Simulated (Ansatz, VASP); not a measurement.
Li3SiS2 in VASP and in Ansatz

```xyz
6
Lattice="3.3877 1.9559 3.5510 -3.3877 1.9559 3.5510 0.0000 -3.9117 3.5510" Properties=species:S:1:pos:R:3 pbc="T T T"
Li   -1.6938    0.9779    1.7755
Li    1.6938    0.9779    1.7755
Li    0.0000   -1.9559    1.7755
Si    0.0000    0.0000    5.3265
S     0.0000    0.0000    7.7200
S     0.0000    0.0000    2.9330
```

Alike in both runs: functional PBE; k mesh 6 × 6 × 6; occupations gaussian, width 0.1 eV; no spin polarisation.

Ansatz relaxed the structure, and its values are those at the end. VASP's run is a single point on that final structure, the one shown.

|  | VASP | Ansatz |
| --- | --- | --- |
| version | VASP 6.6.1 | Ansatz 0.2.0 |
| potentials or method | VASP PAW PBE potentials, release 64 (Li_sv, Si, S) | scalar-relativistic, plane waves, PAW |
| plane-wave cutoff (eV) | 520 | 420 |
| valence electrons in the cell | 25 | 25 |

Ansatz gave:

| Item | Value |
| --- | --- |
| gap on the k mesh at the Fermi level (eV) | none |
| rms of the force components (eV/Å) | 0.001 |

Question: Estimate VASP's values.

Answer: gap on the k mesh at the Fermi level (eV): none; rms of the force components (eV/Å): 0.006.

A gap of «none» marks a metal or a gap that the smearing closes.
